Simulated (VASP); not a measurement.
Level of theory: PBE GGA, VASP's PBE PAW potentials (set 64) (plane waves; VASP 6.6.1).

VASP input:

### POSCAR
```
Sb
1.0
  3.9071674474  -2.1705024985  -0.0260461863
  3.9071674474   2.1705024985  -0.0260461863
  2.7252033344   0.0000000000   3.5427364755
Sb
2
Direct
  0.2355042429   0.2355042429   0.2355042429
  0.7644957571   0.7644957571   0.7644957571
```

### KPOINTS
```
Automatic mesh
0
Gamma
8 8 8
0 0 0
```

INCAR:
```
# general
SYSTEM   =  Sb
PREC     =  Accurate
ENCUT    =  480   # plane-wave cut-off (eV)
LREAL    =  .False.
LASPH    =  .True.

# electronic loop
EDIFF    =  1E-7   # SCF stop (eV)
NELM     =  100   # most electronic steps
ALGO     =  Normal
LMAXMIX  =  4   # l cut-off of mixed one-centre charges

# smearing
ISMEAR   =  0
SIGMA    =  0.05   # width (eV)

# functional
GGA      =  PE   # PBE

# ions
IBRION   =  2
NSW      =  40
ISIF     =  3   # ions, shape and volume
EDIFFG   =  -0.01   # ionic stop
PSTRESS  =  20

# output
LWAVE    =  .False.
LCHARG   =  .False.
```

POTCAR, in this order: Sb (PBE.64 set). Program: vasp_std.

What VASP printed:

OSZICAR:
```
       N       E                     dE             d eps       ncg     rms          rms(c)
DAV:   1     0.359864258676E+02    0.35986E+02   -0.35100E+03  1170   0.814E+02
DAV:   2    -0.682271977717E+01   -0.42809E+02   -0.41805E+02  1653   0.119E+02
DAV:   3    -0.824912378012E+01   -0.14264E+01   -0.14209E+01  1459   0.271E+01
DAV:   4    -0.826155104876E+01   -0.12427E-01   -0.12397E-01  1434   0.287E+00
DAV:   5    -0.826165745869E+01   -0.10641E-03   -0.10641E-03  1391   0.263E-01    0.294E+00
DAV:   6    -0.826204807876E+01   -0.39062E-03   -0.18740E-03  1294   0.400E-01    0.177E+00
DAV:   7    -0.826234917399E+01   -0.30110E-03   -0.49387E-03  1190   0.626E-01    0.853E-02
DAV:   8    -0.826247149168E+01   -0.12232E-03   -0.13289E-04  1423   0.917E-02    0.179E-02
DAV:   9    -0.826249213987E+01   -0.20648E-04   -0.25562E-05  1218   0.385E-02    0.372E-03
DAV:  10    -0.826249351235E+01   -0.13725E-05   -0.19334E-06  1488   0.974E-03    0.111E-03
DAV:  11    -0.826249355678E+01   -0.44430E-07   -0.21701E-07  1193   0.359E-03
   1 F= -.75085620E+01 E0= -.75083112E+01  d E =-.750856E+01
```

File OUTCAR:
```
------------------------ aborting loop because EDIFF is reached ----------------------------------------
  FORCE on cell =-STRESS in cart. coord.  units (eV):
  Direction    XX          YY          ZZ          XY          YZ          ZX
  --------------------------------------------------------------------------------------
  Total        0.7564878      0.7549000      0.7550743      0.0000000      0.0000000      0.0005257
  in kB       20.0678119     20.0256898     20.0303154      0.0000000      0.0000000      0.0139452
  external PRESSURE =       0.0412724 kB  Pullay stress =      20.0000000 kB
  volume of cell :       60.40
      direct lattice vectors                 reciprocal lattice vectors
     3.907167447 -2.170502498 -0.026046186     0.127317071 -0.230361403 -0.097936979
     3.907167447  2.170502498 -0.026046186     0.127317071  0.230361403 -0.097936979
     2.725203334  0.000000000  3.542736475     0.001872069  0.000000000  0.280827614
 POSITION                                       TOTAL-FORCE (eV/Angst)
 -----------------------------------------------------------------------------------
      2.48211      0.00000      0.82206         0.001560      0.000000      0.000517
      8.05743      0.00000      2.66858        -0.001560      0.000000     -0.000517
 -----------------------------------------------------------------------------------
    total drift:                               -0.000000      0.000000      0.000000
  FREE ENERGIE OF THE ION-ELECTRON SYSTEM (eV)
  ---------------------------------------------------
  free  energy   TOTEN  =        -8.2624935568 eV

  energy  without entropy=       -8.2619918447  energy(sigma->0) =       -8.26224270
  enthalpy is  TOTEN    =        -7.5085620144 eV   P V=        0.7539315424

 reached required accuracy - stopping structural energy minimisation
```
(Selected blocks of OUTCAR.)

The compound is Sb in the a7 structure. It was relaxed first under an external pressure of 2 GPa.
